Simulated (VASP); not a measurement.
Method: optB88-vdW, VASP's PBE PAW potentials (set 64) (plane waves; VASP).

A VASP calculation is set up with these files.

### INCAR
```
SYSTEM  =  AlN
PREC  =  Accurate; ENCUT  =  520; LREAL  =  .FALSE.
LASPH  =  .TRUE.
EDIFF  =  1E-6; NELM  =  100; ALGO  =  Normal
ISMEAR  =  0; SIGMA  =  0.05
GGA  =  BO; LUSE_VDW  =  .TRUE.; AGGAC  =  0.0
PARAM1  =  0.1833333333; PARAM2  =  0.22
IBRION  =  2; NSW  =  60; ISIF  =  3
EDIFFG  =  -0.02
LWAVE  =  .FALSE.; LCHARG  =  .FALSE.
```

KPOINTS:
```
Automatic mesh
0
Gamma
7 7 4
0 0 0
```

POSCAR:
```
AlN
1
    1.5566497979    -2.6961965337    -0.0000000000
    1.5566497979     2.6961965337     0.0000000000
    0.0000000000     0.0000000000     4.9837267432
Al N
2 2
Direct
  0.6666670000   0.3333330000   0.5000242274
  0.3333330000   0.6666670000   0.0000242274
  0.6666670000   0.3333330000   0.8819757726
  0.3333330000   0.6666670000   0.3819757726
```

POTCAR, in this order: Al N (PBE.64 set). Program: vasp_std.

Question: What will the output report for the number of irreducible k-points (NKPTS), largest plane-wave count, number of space-group operations, FFT grid (NGX, NGY, NGZ)?

Answer: 
```json
{
  "number of irreducible k-points (NKPTS)": "24",
  "largest_plane_wave_count": "1140",
  "number_of_space_group_operations": "12",
  "FFT grid (NGX, NGY, NGZ)": "24 × 24 × 40"
}
```

The compound is AlN in the wurtzite structure. This run relaxes it. Symmetry was kept, so distortions that lower it aren't found. The start is the result of an earlier pass.
